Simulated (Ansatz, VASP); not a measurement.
# HfTeSe: VASP beside Ansatz

Wanted: the spread between two codes on one cell, functional and k mesh. The cell is taken from a series of runs on this material, whose earlier steps may have relaxed, scaled, displaced or heated it; both programs get it as it stands.

Main program and level: Ansatz 0.2.0; plane waves, with VASP 6.6.1 beside it; zone-centre phonons at PBEsol.

## Step 1: The structure

The cell holds 3 atoms: 1 Hf, 1 Se and 1 Te. Its edges and angles: a = 3.679 Å, b = 3.765 Å, c = 30.000 Å, α = 90.0°, β = 90.0°, γ = 119.3°. Vacuum lies along c.

## Step 2: Ansatz: zone-centre phonons, PBEsol

Ansatz runs on its PAW soft_1 files.

Second derivatives magnify differences that forces hide, and they need a tight electronic threshold.

Contents of input.yaml:

```yaml
crystal:
  lattice:
    - [3.6789143279, 0.0, 0.0]
    - [-1.839457164, 3.2845703776, 0.0]
    - [0.0, 0.0, 30.0]
  atoms:
    - { symbol: Hf, position: [0.0004329416, 0.0008658833, 0.3364593543] }
    - { symbol: Se, position: [0.3301976787, 0.6603953575, 0.3868082893] }
    - { symbol: Te, position: [0.6693693797, 0.3387387593, 0.273399023] }
  periodic: [true, true, false]
kpoints:
  mp_grid: { grid: [12, 12, 1] }
hamiltonian:
  xc: pbesol
  pseudopotentials: { kind: paw, azcp: { folder: soft_1 }, xc_functional: pbe }
scf:
  occupations: { method: methfessel_paxton, width: 0.2 }
output:
  eigenvalues: true
phonons:
  method: dfpt
```

Started as:

```console
$ ansatz run input.yaml --threads 4 --pin off --max-ram 16384MiB --backend cpu --events-out ev --progress --plain --runs-dir out
```

Numbers of over 12 decimals in the logs are rounded to 6 here.

The program printed:

```text
zone centre: on kpoints.mp_grid the ground state, and the responses unless they are solved on pairs of k-points, stand on 43 of the mesh's 144 k-points, reduced under 2 symmetry operations, with k and −k counted as one. Each operation leaves every solved displacement unchanged or reverses it
Engine: ansatz 0.2.0, x86_64-unknown-linux-gnu
Pseudopotentials: kind: paw
Pseudopotential: Hf, paw, valence charge 26, recommended cutoff 420 eV (normal), soft_1/Hf.paw.azcp
Pseudopotential: Se, paw, valence charge 16, recommended cutoff 420 eV (normal), soft_1/Se.paw.azcp
Pseudopotential: Te, paw, valence charge 16, recommended cutoff 420 eV (normal), soft_1/Te.paw.azcp
Functional definition: PBEsol
  exchange = pbesol_x
  correlation = pbesol_c
Crystal: 3 atoms, lattice volume = 362.510 Å³
Basis set: ecut = 420 eV, 7093 PW (Γ), exchange–correlation on 54×54×432 points (8 copies of the dense FFT grid, shifted against one another)
Bands: 35, of which v1, the nominal top of the filled ones, is band 29 counted from 1 (28 counted from 0)
Symmetry: 2 space group operations
k-points: 43 of 144 (time reversal used)
Non-local potential: Hf, projectors of the file, l = 0: 3, l = 1: 2, l = 2: 2, l = 3: 3
Non-local potential: Se, projectors of the file, l = 0: 2, l = 1: 2, l = 2: 3, l = 3: 1
Non-local potential: Te, projectors of the file, l = 0: 2, l = 1: 2, l = 2: 2, l = 3: 1
PAW form: soft (Blöchl's): semilocal exchange-correlation on the pseudo side does not see the compensation charge
PAW frozen core: Hf, regenerated for the run's functional, and the local potential with it (the file was generated under x = pbe(κ = 0.804, μ = 0.219515), c = pbe(β = 0.066725))
PAW frozen core: Se, regenerated for the run's functional, and the local potential with it (the file was generated under x = pbe(κ = 0.804, μ = 0.219515), c = pbe(β = 0.066725))
PAW frozen core: Te, regenerated for the run's functional, and the local potential with it (the file was generated under x = pbe(κ = 0.804, μ = 0.219515), c = pbe(β = 0.066725))
PAW one-centre angular grid: Hf, 590 points (default); XC on 64 Gauss nodes
PAW one-centre angular grid: Se, 590 points (default); XC on 64 Gauss nodes
PAW one-centre angular grid: Te, 590 points (default); XC on 64 Gauss nodes
Initial density: superposition of atomic densities (neutral atoms: chi_scale 0, normalization atom)
Initial wavefunctions: pseudopotential atomic-orbital guess
Functional: x = pbesol(κ = 0.804, μ = 0.123457), c = pbesol(β = 0.046)
iter 1 solved again at ethr=2.16e-3 eV; its pass at ethr=3.10e-3 eV (dr2=1.25e0 eV) is discarded
SCF iter   1: F=—  HF=-27928.087518 eV  |F-HF|=—  |Δ(HF+E_count)|=         —  Δρ=1.53e-2  dr2=1.28e0  ethr=2.16e-3  ⟨swp⟩=1.0  Hψ=10917  notcnv=0
preconditioner: auto → LDOS  [metal: Δε(μ)=0.026 eV  Ē_g=11.654 eV  σ=0.200 eV  W_gap=0.11  n_scr=48 (ndim 8)  ℏωp=10.7 eV  f_vac=0.756  D(μ)=0.76/eV (n_scr^D=4)  β→1.0]
SCF iter   2: F=—  HF=-27928.058248 eV  |F-HF|=—  |Δ(HF+E_count)|=   2.93e-2  S|Δr|=    0.00e0  Δρ=1.09e-2  dr2=1.42e0  ethr=2.16e-3  ⟨swp⟩=5.2  Hψ=4455  notcnv=0  defer=25
SCF iter   3: F=—  HF=-27927.738086 eV  |F-HF|=—  |Δ(HF+E_count)|=   3.20e-1  S|Δr|=    0.00e0  Δρ=2.85e-3  dr2=2.04e-1  ethr=2.16e-3  ⟨swp⟩=4.2  Hψ=4218  notcnv=0  defer=51
SCF iter   4: F=—  HF=-27927.706927 eV  |F-HF|=—  |Δ(HF+E_count)|=   3.12e-2  S|Δr|=    0.00e0  Δρ=1.14e-3  dr2=5.88e-3  ethr=3.52e-4  ⟨swp⟩=2.8  Hψ=2389  notcnv=0  defer=49
SCF iter   5: F=—  HF=-27927.707410 eV  |F-HF|=—  |Δ(HF+E_count)|=   4.83e-4  S|Δr|=    0.00e0  Δρ=4.88e-4  dr2=5.66e-4  ethr=1.01e-5  ⟨swp⟩=3.1  Hψ=3302  notcnv=0  defer=49
SCF iter   6: F=—  HF=-27927.707077 eV  |F-HF|=—  |Δ(HF+E_count)|=   3.33e-4  S|Δr|=    0.00e0  Δρ=1.65e-4  dr2=1.20e-4  ethr=9.75e-7  ⟨swp⟩=3.0  Hψ=3250  notcnv=0  defer=49
SCF iter   7: F=—  HF=-27927.707087 eV  |F-HF|=—  |Δ(HF+E_count)|=   9.96e-6  S|Δr|=    0.00e0  Δρ=4.70e-5  dr2=4.66e-6  ethr=2.07e-7  ⟨swp⟩=3.0  Hψ=2673  notcnv=0  defer=49
SCF iter   8: F=—  HF=-27927.707159 eV  |F-HF|=—  |Δ(HF+E_count)|=   7.11e-5  S|Δr|=    0.00e0  Δρ=1.30e-5  dr2=3.75e-7  ethr=8.04e-9  ⟨swp⟩=3.0  Hψ=3145  notcnv=0  defer=49
SCF iter   9: F=—  HF=-27927.707160 eV  |F-HF|=—  |Δ(HF+E_count)|=   1.19e-6  S|Δr|=    0.00e0  Δρ=4.33e-6  dr2=6.07e-8  ethr=6.47e-10  ⟨swp⟩=3.1  Hψ=3401  notcnv=0  defer=49
SCF iter  10: F=—  HF=-27927.707160 eV  |F-HF|=—  |Δ(HF+E_count)|=   2.64e-7  S|Δr|=    0.00e0  Δρ=9.88e-7  dr2=2.42e-9  ethr=1.05e-10  ⟨swp⟩=3.9  Hψ=3496  notcnv=0  defer=49
SCF iter  11: F=—  HF=-27927.707160 eV  |F-HF|=—  |Δ(HF+E_count)|=   2.89e-8  S|Δr|=    0.00e0  Δρ=2.63e-7  dr2=1.93e-10  ethr=4.17e-12  ⟨swp⟩=2.5  Hψ=2812  notcnv=0  defer=49
SCF iter  12: F=—  HF=-27927.707160 eV  |F-HF|=—  |Δ(HF+E_count)|=   3.59e-9  S|Δr|=    0.00e0  Δρ=7.23e-8  dr2=2.09e-11  ethr=1.00e-12  ⟨swp⟩=3.1  Hψ=3322  notcnv=0  defer=49
SCF iter  13: F=-27927.707160 eV  HF=-27927.707160 eV  |F-HF|=1.86e-10  |Δ(HF+E_count)|=  8.00e-10  S|Δr|=    0.00e0  Δρ=2.03e-8  dr2=1.15e-12  ethr=1.00e-12  ⟨swp⟩=22.5  Hψ=11486  notcnv=0
SCF 1 converged in 13 iterations: F = -27927.707160 eV  dr2 = 1.15e-12
  greatest PAW one-centre occupation: 1.000 electrons in one spin orbital (limit 2), on the Se atom at site 1 (counted from 0), in its partial waves of l = 2
DFPT response loops at Γ: preconditioner auto → none (partly filled bands, converged f_vac=0.764); β = 0.50; Broyden in place of MSR1
SCF converged after 13 iterations
Stability not checked: this state was not tested for a lower state beside it, because cold or Methfessel-Paxton smearing, or corrected tetrahedra, fill the levels in a way that the test cannot read (fill_not_monotonic; see scf.lower_state_search)
Free energy (F): -27927.707160 eV
Harris-Foulkes:  -27927.707160 eV  (|F-HF|=1.86e-10)
Internal energy: -27927.705342 eV  (E = F + TS)
E sigma→0 (E₀):  -27927.706706 eV
Entropy (-TS):   -0.001818 eV (-0.606 meV/atom)
Fermi energy:    -4.788608 eV
--- Per-component energies (eV) ---
  E_band       = -1690.498910
  E_kinetic    = 691.414197
  E_local      = -160964.018079  (includes V_loc(G=0)·N_el)
  E_nonlocal   = -217.248647
  E_hartree    = 79947.176077
  E_xc         = -470.371222
  E_vxc        = -446.457195  (∫ρ·V_xc dr)
  E_paw        = -14257.009887  (= ΣΔE_a)
  E_vpaw       = -648.541150  (= ΣTr[D̂ρ^β])
  E_aug_tail   = -0.000184  (compensation charges beyond the density's cutoff)
  E_ewald      = 67339.718082
  E_core_change = 2.634319  (= ΣΔE_core)
  E_smearing   = -0.001818  (= −TS)
  E_closure    = 0.000000  (closes the sum)
  Σ components = -27927.707160   (vs F -27927.707160, Δ=0.00e0)
--- Band table (eV; the first three rows and the last of 43) ---
  k-point 0: bands = [... 25 lower, -7.3420, -6.7145, -4.4144, -4.1699, -3.8607, -3.6000, -3.5804, -1.1438 (-1.1440°), ... 2 higher]
  k-point 1: bands = [... 25 lower, -7.3205, -6.5019, -5.2663, -4.5513, -3.8396, -3.2132, -3.2001, -1.0364 (-1.0364°), ... 2 higher]
  k-point 2: bands = [... 25 lower, -7.2786, -6.6272, -6.1643, -5.0170, -4.0846, -2.8528, -2.7018, -1.3489 (-1.3489°), ... 2 higher]
  k-point 42: bands = [... 25 lower, -8.1703, -7.7068, -7.4094, -6.7960, -3.4393, -3.0034, -1.5277, -1.1969, ... 2 higher]
  ° read free of the cell's end (the report's vacuum.weakly_bound_levels)
--- Phonons (Γ-DFPT): 9 representative perturbations + reference, on 43 of 144 k-points (Σ response iterations 39) ---
  k mesh reduced under 2 symmetry operations, with k and −k counted as one. Each operation leaves every solved displacement unchanged or reverses it
  ASR residual: 1.622e-4 → 0.000e0 eV/Å²; symmetrization residual: 1.662e-5 eV/Å²
  ASR residual per site (eV/Å²): 8.02e-6 1.62e-4 7.55e-5
  Γ frequencies (cm⁻¹): 0.00 0.00 0.00 90.08 92.56 144.00 145.40 163.12 217.88
  non-analytic LO–TO correction: not included (Born effective charges unavailable; polar crystals: no LO–TO splitting at Γ)
```

The column dr2 measures how far the density is from self-consistency, as an energy; F and HF (Harris–Foulkes) agree once it is small.

(Part 1 of 2 ends here.)

[Lines on the potential files, build, host, timing and source positions are cut from VASP's logs without a mark.]

[Logs are printed without paths, hosts, clocks, repeated set-up lines and the standing remarks that a program may print on its own settings, such as how far it seeks lower states.]

[Hosts, paths, dates, database ids (printed as entryN), source tags and the programs' standing remarks are cut or masked in the printed files.]
